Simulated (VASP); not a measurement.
FeAl (CsCl type) is relaxed at rising pressure, each step from the one before. Symmetry mostly holds the structure type, and other phases were not tried. The mesh follows the cell, and a change of mesh leaves a small step in the series.

AlFe is taken in the cubic space group Pm-3m (No. 221), the CsCl type structure, Pearson symbol cP2. Conventional cell: a = b = c = 2.8688 Å, α = β = γ = 90.00°. Al on 1b is coordinated by 8 Fe at 2.484 Å and 6 Al at 2.869 Å. Fe on 1a has 8 Al at 2.484 Å and 6 Fe at 2.869 Å. (Neighbours: up to the widest gap in distance over summed covalent radii, below 1.35, at either atom.)

Method: PBE GGA, VASP's PBE PAW potentials (set 64) (plane waves; VASP). Run with 500 eV cut-off, 13×13×13 Γ-centred mesh, first-order Methfessel-Paxton smearing of 0.10 eV, potentials Al Fe.

```csv
P (GPa),V (Å³/atom),H − H(0) (eV/atom),space group,gap on the mesh (eV),k-mesh
0,11.80,0.000,Pm-3m,0.00,13×13×13
5,11.50,0.364,Pm-3m,0.00,13×13×13
10,11.23,0.718,Pm-3m,0.00,13×13×13
20,?,?,Pm-3m,0.00,13×13×13
30,?,?,Pm-3m,0.00,13×13×13
45,9.93,3.016,Pm-3m,0.00,13×13×13
```

**Question.** Some entries are withheld; supply them.

**Answer.** 
- 20, V (Å³/atom): 10.78
- 20, H − H(0) (eV/atom): 1.405
- 30, V (Å³/atom): 10.40
- 30, H − H(0) (eV/atom): 2.065

Pressures at which the relaxation failed are left out.

The compound is FeAl in the CsCl type structure. The run is not spin-polarised, so no magnetic state was tried. The electron count is odd and the run is not spin-polarised, which forces a metal.
